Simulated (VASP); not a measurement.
These are PBEsol GGA, VASP's PBE PAW potentials (set 64) (plane waves; VASP) values and carry that method's errors.

The input files of a VASP run:

File KPOINTS:
```
Regular mesh
0
G
5 5 5
0 0 0
```

File KPOINTS_OPT:
```
k-points along high-symmetry lines
8
Line-mode
Reciprocal
  0.000000   0.000000   0.000000 ! GAMMA
  0.500000   0.500000   0.500000 ! T

  0.500000   0.500000   0.500000 ! T
  0.821247   0.178753   0.500000 ! H_2

  0.500000  -0.178753   0.178753 ! H_0
  0.500000   0.000000   0.000000 ! L

  0.500000   0.000000   0.000000 ! L
  0.000000   0.000000   0.000000 ! GAMMA

  0.000000   0.000000   0.000000 ! GAMMA
  0.339376  -0.339376   0.000000 ! S_0

  0.660624   0.000000   0.339376 ! S_2
  0.500000   0.000000   0.500000 ! F

  0.500000   0.000000   0.500000 ! F
  0.000000   0.000000   0.000000 ! GAMMA
```

### INCAR
```
! general
SYSTEM  = Sr2BBrN2
PREC    = Accurate
ENCUT   = 400
LREAL   = .False.   ! projection in real space or not
LASPH   = .True.   ! aspherical one-centre terms

! electronic loop
EDIFF   = 1E-6
NELM    = 100   ! most electronic steps
ALGO    = Normal   ! blocked Davidson
LMAXMIX = 4

! smearing
ISMEAR  = 0
SIGMA   = 0.01

! functional
GGA     = PS

! ions
ISIF    = 2   ! forces and stress, cell fixed

! output
LWAVE   = .False.
LCHARG  = .False.
```

### POSCAR
```
Sr2BBrN2
1
    2.0746000000     1.1977710000     8.8958230000
   -2.0746000000     1.1977710000     8.8958230000
    0.0000000000    -2.3955420000     8.8958230000
Sr B Br N
2 1 1 2
Direct
  0.2478390000   0.2478390000   0.2478390000
  0.7521610000   0.7521610000   0.7521610000
  0.5000000000   0.5000000000   0.5000000000
  0.0000000000   0.0000000000   0.0000000000
  0.4494220000   0.4494220000   0.4494220000
  0.5505780000   0.5505780000   0.5505780000
```

POTCAR, in this order: Sr_sv B Br N (PBE.64 set). Program: vasp_std.

At this cut-off the stress carries a Pulay error, which pulls relaxed volumes low.

Problem. Estimate the energy per atom (σ→0), pressure, largest force, band gap (over mesh and band path).

Solution. 
- energy per atom (σ→0) = -616.0 kJ/mol of atoms
- band gap (over mesh and band path) = 2.26 eV
- pressure = -2.92 GPa
- largest force = 0.130 eV/Å

OSZICAR:
```
...
DAV:  13    -0.383051329104E+02    0.61718E-05   -0.64354E-04  1264   0.126E-01    0.261E-02
DAV:  14    -0.383051268382E+02    0.60722E-05   -0.13543E-04  1320   0.683E-02    0.111E-02
DAV:  15    -0.383051270980E+02   -0.25981E-06   -0.19499E-05  1200   0.256E-02    0.425E-03
DAV:  16    -0.383051271690E+02   -0.71009E-07   -0.38442E-06  1048   0.943E-03
   1 F= -.38305127E+02 E0= -.38305127E+02  d E =-.127091E-24
       N       E                     dE             ncg
       N       E                     dE             ncg
       N       E                     dE             ncg
```

The structure comes from a computed database's Sr2BBrN2 entry; how it stands against other phases isn't given here. The cell was not relaxed at this level.
